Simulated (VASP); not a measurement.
OSZICAR of a VASP run on CdF2 (fluorite):

**OSZICAR**
```
       N       E                     dE             d eps       ncg     rms          rms(c)
DAV:   1     0.219850993385E+03    0.21985E+03   -0.11777E+04  3602   0.529E+02
DAV:   2    -0.283525776430E+02   -0.24820E+03   -0.22328E+03  4045   0.197E+02
DAV:   3    -0.430926748310E+02   -0.14740E+02   -0.14559E+02  4285   0.493E+01
DAV:   4    -0.431614884183E+02   -0.68814E-01   -0.68793E-01  4196   0.350E+00
DAV:   5    -0.431615821765E+02   -0.93758E-04   -0.93755E-04  4265   0.119E-01    0.881E+00
DAV:   6    -0.334973970572E+02    0.96642E+01   -0.10023E+00  4331   0.165E+01    0.104E+01
DAV:   7    -0.334865447361E+02    0.10852E-01   -0.92161E-01  3991   0.442E+00    0.436E+00
DAV:   8    -0.345243746538E+02   -0.10378E+01   -0.33628E-01  3764   0.285E+00    0.244E+00
DAV:   9    -0.331878319137E+02    0.13365E+01   -0.25225E-01  3713   0.241E+00    0.111E+00
DAV:  10    -0.336890661058E+02   -0.50123E+00   -0.92408E-02  3694   0.159E+00    0.197E-01
DAV:  11    -0.336955219677E+02   -0.64559E-02   -0.54281E-03  3709   0.349E-01    0.332E-01
DAV:  12    -0.336816106808E+02    0.13911E-01   -0.19858E-03  3645   0.226E-01    0.234E-01
DAV:  13    -0.337205745867E+02   -0.38964E-01   -0.77047E-03  3615   0.435E-01    0.239E-02
DAV:  14    -0.337209367993E+02   -0.36221E-03   -0.29973E-04  4414   0.822E-02    0.320E-02
DAV:  15    -0.337209378063E+02   -0.10070E-05   -0.35734E-06  4191   0.108E-02    0.352E-02
DAV:  16    -0.337210043162E+02   -0.66510E-04   -0.23734E-05  3966   0.369E-02    0.139E-02
DAV:  17    -0.337210192708E+02   -0.14955E-04   -0.49631E-06  3979   0.105E-02    0.143E-02
DAV:  18    -0.337210208160E+02   -0.15451E-05   -0.16118E-07  4126   0.354E-03    0.143E-02
DAV:  19    -0.337210224653E+02   -0.16494E-05   -0.84722E-07  3759   0.567E-03    0.554E-03
DAV:  20    -0.337210228501E+02   -0.38478E-06   -0.28638E-07  3770   0.267E-03    0.336E-03
DAV:  21    -0.337210234424E+02   -0.59223E-06   -0.63001E-08  3510   0.166E-03    0.187E-03
DAV:  22    -0.337210233648E+02    0.77579E-07   -0.16459E-08  3628   0.657E-04
   1 F= -.33721023E+02 E0= -.33721023E+02  d E =-.100047E-35
 imaginary and real dielectric function
```

**Question.** Which electronic solver shows in the log?

**Answer.** It is blocked Davidson (ALGO = Normal, or the opening steps of other solvers). The INCAR had ALGO = Normal.

**Question.** Can the final energy be trusted as converged?

**Answer.** The calculation finished and met its thresholds. It stopped with EDIFF = 1E-7, NELM = 100 (r2SCAN meta-GGA, plane waves, VASP's PBE PAW potentials (set 64)).

The compound is CdF2 in the fluorite structure. It was relaxed first.
